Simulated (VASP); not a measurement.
**Zn2C in VASP 6.6.1, single-point calculation**

INCAR

```
SIGMA = 0.02
GGA = CA
LREAL = .FALSE.
PREC = Accurate
ISIF = 2
LWAVE = .FALSE.
ENCUT = 520
EDIFF = 1E-7
IBRION = -1
NBANDS = 21
ISMEAR = -1
LASPH = .FALSE.
NELM = 83
NSW = 0
LCHARG = .FALSE.
```

KPOINTS

```
KPOINTS created by Atomic Simulation Environment
0
Gamma
8 8 8
0 0 0
```

POSCAR

```
C  Zn
 1.0000000000000000
    -0.0000000000000000    2.5779490358415575    2.5779490358415575
     2.5779490358415575   -0.0000000000000000    2.5779490358415575
     2.5779490358415575    2.5779490358415575    0.0000000000000000
 C   Zn
   1   2
Cartesian
  0.0000000000000000 -0.0000000000000000  0.0000000000000000
  1.2889745179207788  1.2889745179207788  1.2889745179207788
  3.8669235537623363  3.8669235537623363  3.8669235537623363
```

The recommended LDA PAW datasets give the neutral cell 28 valence electrons.

Command

```
mpirun -np 1 vasp_std
```

OSZICAR

```
N       E                     dE             d eps       ncg     rms          rms(c)
DAV:   1     0.150638922890E+03    0.15064E+03   -0.14262E+04  1218   0.208E+03
DAV:   2    -0.202645538061E+01   -0.15267E+03   -0.14613E+03  1253   0.345E+02
DAV:   3    -0.135496819210E+02   -0.11523E+02   -0.11356E+02  1388   0.936E+01
DAV:   4    -0.137431804516E+02   -0.19350E+00   -0.19338E+00  1323   0.118E+01
DAV:   5    -0.137444283208E+02   -0.12479E-02   -0.12479E-02  1393   0.899E-01    0.994E+00
DAV:   6    -0.118699606020E+02    0.18745E+01   -0.48900E+00  1784   0.516E+01    0.714E+00
DAV:   7    -0.118547965588E+02    0.15164E-01   -0.80138E-01  1396   0.114E+01    0.376E+00
DAV:   8    -0.118288404476E+02    0.25956E-01   -0.64412E-02  1344   0.173E+00    0.106E+00
DAV:   9    -0.118256723542E+02    0.31681E-02   -0.40598E-03  1558   0.644E-01    0.138E-01
DAV:  10    -0.118255876301E+02    0.84724E-04   -0.91490E-04  1608   0.238E-01    0.711E-02
DAV:  11    -0.118255953634E+02   -0.77333E-05   -0.12090E-04  1313   0.856E-02    0.318E-02
DAV:  12    -0.118255927296E+02    0.26338E-05   -0.90339E-06  1346   0.244E-02    0.719E-03
DAV:  13    -0.118255922672E+02    0.46239E-06   -0.10451E-06  1374   0.104E-02    0.313E-03
DAV:  14    -0.118255921643E+02    0.10297E-06   -0.43572E-07  1465   0.102E-02    0.158E-03
DAV:  15    -0.118255921609E+02    0.33442E-08   -0.42606E-08   768   0.200E-03
   1 F= -.11825592E+02 E0= -.11825504E+02  d E =-.175610E-03
```

From OUTCAR

```
k-points           NKPTS =     29   k-points in BZ     NKDIM =     29   number of bands    NBANDS=     21

   NELECT =      28.0000    total number of electrons

   dimension x,y,z NGX =    28 NGY =   28 NGZ =   28
   dimension x,y,z NGXF=    56 NGYF=   56 NGZF=   56

  energy-cutoff  :      520.00
  volume of cell :       34.27
      direct lattice vectors                 reciprocal lattice vectors
     0.000000000  2.577949036  2.577949036    -0.193952632  0.193952632  0.193952632
     2.577949036  0.000000000  2.577949036     0.193952632 -0.193952632  0.193952632
     2.577949036  2.577949036  0.000000000     0.193952632  0.193952632 -0.193952632

 k-points in reciprocal lattice and weights: KPOINTS created by Atomic Simulation Env
   0.00000000  0.00000000  0.00000000       0.002
   0.12500000  0.00000000  0.00000000       0.016
   0.25000000  0.00000000  0.00000000       0.016
   0.37500000  0.00000000  0.00000000       0.016
   0.50000000  0.00000000  0.00000000       0.008
   0.12500000  0.12500000  0.00000000       0.012
   0.25000000  0.12500000  0.00000000       0.047
   0.37500000  0.12500000  0.00000000       0.047
   ...

 E-fermi :   4.5394

 k-point     1 :       0.0000    0.0000    0.0000
  band No.  band energies     occupation
      1      -9.5029      2.00000
      2      -4.3146      2.00000
      3      -4.3146      2.00000
      4      -4.3146      2.00000
      5      -4.1246      2.00000
      6      -4.1246      2.00000
      7      -2.7822      2.00000
      8      -2.7822      2.00000
      9      -2.7822      2.00000
     10      -2.4195      2.00000
     11      -2.4195      2.00000
     12       4.5150      1.54425
     13       4.5182      1.48526
     14       4.5182      1.48526
     15       4.5182      1.48525
     16       8.5946      0.00000
     17       8.5946      0.00000
     18       8.5946      0.00000
     19      13.7527      0.00000
     20      15.5122      0.00000
     21      15.5122      0.00000

 k-point     2 :       0.1250    0.0000    0.0000
  band No.  band energies     occupation
      1      -9.2958      2.00000
      2      -4.3239      2.00000
      3      -4.2662      2.00000
      4      -4.2662      2.00000
      5      -4.0633      2.00000
      6      -4.0633      2.00000
      7      -2.8308      2.00000
      8      -2.8163      2.00000
      9      -2.8163      2.00000
     10      -2.5022      2.00000
     11      -2.5022      2.00000
     12       2.8133      2.00000
     13       4.2628      2.00000
     14       4.2628      2.00000
     15       5.4425      0.00000
     16       8.4649      0.00000
     17       9.0251      0.00000
     18       9.0251      0.00000
     19      14.3455      0.00000
     20      14.6066      0.00000
     21      14.6066      0.00000

 ...

  Total       -1.3976760     -1.3976760     -1.3976760     -0.0000000      0.0000000     -0.0000000
  in kB      -65.3527856    -65.3527856    -65.3527856     -0.0000000      0.0000000     -0.0000000
  external PRESSURE =     -65.3527856 kB  Pullay stress =       0.0000000 kB

 POSITION                                       TOTAL-FORCE (eV/Angst)
 -----------------------------------------------------------------------------------
      0.00000      0.00000      0.00000         0.000000      0.000000     -0.000000
      1.28897      1.28897      1.28897         0.000000      0.000000      0.000000
      3.86692      3.86692      3.86692        -0.000000     -0.000000     -0.000000
 -----------------------------------------------------------------------------------
    total drift:                                0.000000      0.000000      0.000000

  FREE ENERGIE OF THE ION-ELECTRON SYSTEM (eV)
  ---------------------------------------------------
  free  energy   TOTEN  =       -11.8255921609 eV

  energy  without entropy=      -11.8254165504  energy(sigma->0) =      -11.82550436
```

It converged. Results: gap between bands v and c on the k mesh 0.00 eV; least direct gap on the k mesh 0.00 eV; pressure -6.5 GPa. Band v is the last that the valence electrons fill when counted band by band, and c is the next.

For comparison, a separate LDA run of the intended cell, on usual settings and not on those above, gives a gap of 0.00 eV on its mesh and a pressure of -6.5 GPa.

The run above took about 20 s on one core of a shared host (Intel Xeon Platinum 8488C) and held 0.14 GiB at most.
